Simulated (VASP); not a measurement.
Here is the system:

```yaml
crystal:
  lattice:
    - [4.08545, 0.00000, 0.00000]
    - [0.00000, 4.08545, 0.00000]
    - [0.00000, 0.00000, 4.08545]
  atoms:
    - { symbol: Sc, position: [0.00000, 0.00000, 0.00000] }
    - { symbol: Al, position: [0.00000, 0.50000, 0.50000] }
    - { symbol: Al, position: [0.50000, 0.00000, 0.50000] }
    - { symbol: Al, position: [0.50000, 0.50000, 0.00000] }
```

All values below come from MS2 meta-GGA, VASP's PBE PAW potentials (set 64) (plane waves; VASP). Settings: 520 eV cut-off, 9×9×9 Γ-centred mesh, tetrahedra with Blöchl corrections, potentials Sc_sv Al.

**Question.** Give the energies of bands 5 to 13 at the high-symmetry points, in eV from the Fermi level.

**Answer.** 
```tsv
band	Γ	X	M	R
5	-10.30	-8.38	-6.91	-4.91
6	-2.63	-7.53	-5.80	-4.91
7	-2.63	-1.78	-5.80	-4.91
8	-1.93	-1.78	-4.49	-4.58
9	-1.93	-1.48	-0.53	-3.09
10	-1.93	0.96	-0.53	-3.09
11	1.37	0.96	1.16	-3.09
12	1.42	1.03	1.54	1.01
13	1.42	1.40	2.29	2.89
```

It has no gap at this level: it comes out as a metal or semimetal.

The compound is Al3Sc in the L1_2 structure. It was relaxed first.
